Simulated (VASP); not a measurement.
An input for Quantum ESPRESSO's pw.x (written as the equivalent of a VASP run, and not itself run):

```
&CONTROL
  calculation = 'vc-relax'
  pseudo_dir = './pseudo'
  outdir = './out'
  tprnfor = .true.
  tstress = .true.
  nstep = 40
  forc_conv_thr = 0.00078
/
&SYSTEM
  ibrav = 0
  nat = 6
  ntyp = 2
  ecutwfc = 84
  occupations = 'smearing'
  smearing = 'methfessel-paxton'
  degauss = 0.00735
  input_dft = 'pbesol'
/
&ELECTRONS
  conv_thr = 7.3e-08
  electron_maxstep = 100
/
&IONS
/
&CELL
/
ATOMIC_SPECIES
  Ir 192.217 Ir.upf
  O 15.999 O.upf
CELL_PARAMETERS angstrom
     4.4861766    0.0000000    0.0000000
     0.0000000    4.4861766    0.0000000
     0.0000000    0.0000000    3.1623836
ATOMIC_POSITIONS crystal
  Ir   0.0000000  0.0000000  0.0000000
  Ir   0.5000000  0.5000000  0.5000000
  O    0.3086789  0.3086789  0.0000000
  O    0.8086789  0.1913211  0.5000000
  O    0.1913211  0.8086789  0.5000000
  O    0.6913211  0.6913211  0.0000000
K_POINTS automatic
  7 7 10 0 0 0
```

Question: Write the VASP files for the same calculation (PBEsol).

Answer: This is not unique; one that fits is 
File KPOINTS:
```
Automatic mesh
0
Gamma
7 7 10
0 0 0
```

INCAR:
```
SYSTEM = IrO2
PREC = Accurate; ENCUT = 620; LREAL = F
LASPH = T
EDIFF = 1E-6; NELM = 100; ALGO = Normal
LMAXMIX = 6
ISMEAR = 1; SIGMA = 0.1
GGA = PS
IBRION = 2; NSW = 40; ISIF = 3
EDIFFG = -0.02
LWAVE = F; LCHARG = F
```

POSCAR:
```
IrO2
1
    4.4861766340     0.0000000000     0.0000000000
    0.0000000000     4.4861766340     0.0000000000
    0.0000000000     0.0000000000     3.1623835552
Ir O
2 4
Direct
  0.0000000000   0.0000000000   0.0000000000
  0.5000000000   0.5000000000   0.5000000000
  0.3086788686   0.3086788686   0.0000000000
  0.8086788686   0.1913211314   0.5000000000
  0.1913211314   0.8086788686   0.5000000000
  0.6913211314   0.6913211314   0.0000000000
```

POTCAR, in this order: Ir O (PBE.64 set). Program: vasp_std.

What does not carry over: the potentials are each code's own (VASP's PAW set, PseudoDojo norm-conserving files in pw.x), so ENCUT and ecutwfc are chosen apart and not converted; conv_thr bounds pw.x's estimated SCF error, while EDIFF bounds the energy change between steps; forc_conv_thr acts on force components and is met together with etot_conv_thr.

The compound is IrO2 in the rutile structure. This run relaxes it. Symmetry was kept, so distortions that lower it aren't found.
